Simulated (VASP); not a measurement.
Data:

```xyz
4
Lattice="4.8591 0.0000 0.0000 -2.4296 4.2081 0.0000 0.0000 0.0000 8.4982" Properties=species:S:1:pos:R:3 pbc="T T T"
K      0.0000     0.0000     0.0000
K      0.0000     0.0000     4.2491
I      0.0000     2.8054     2.1246
I      2.4296     1.4027     6.3737
```

The numbers are results of PBEsol GGA, VASP's PBE PAW potentials (set 64) (plane waves; VASP 6.6.1), not measurements. Run with 400 eV cut-off, Gaussian smearing of 0.050 eV, potentials K_sv I.

Unless said otherwise, spin-orbit coupling is left out, though it shifts the bands of the heavy elements here.

Give the energies of bands 11 to 19 at the high-symmetry points, in eV from the valence-band maximum.

```
band      Γ      M      K      A      L      H
----  -----  -----  -----  -----  -----  -----
11    -1.47  -1.39  -1.13  -0.93  -1.28  -0.99
12    -0.30  -0.98  -0.91  -0.93  -1.28  -0.99
13    -0.30  -0.70  -0.91  -0.16  -0.55  -0.88
14    -0.19  -0.63  -0.64  -0.16  -0.55  -0.88
15     0.00  -0.39  -0.64  -0.16  -0.38  -0.54
16     0.00  -0.36  -0.60  -0.16  -0.38  -0.54
17     3.77   4.94   6.14   4.89   5.53   5.85
18     5.42   5.71   6.14   4.89   5.53   5.85
19     5.57   5.72   6.23   6.27   5.56   6.97
```

The gap is direct, 3.77 eV, from the valence maximum at Γ to the conduction minimum at Γ.

The structure was generated: KI was put into the NiAs type type (P6_3/mmc), which need not be its known phase. It was relaxed first, which changed the volume by -11 %.
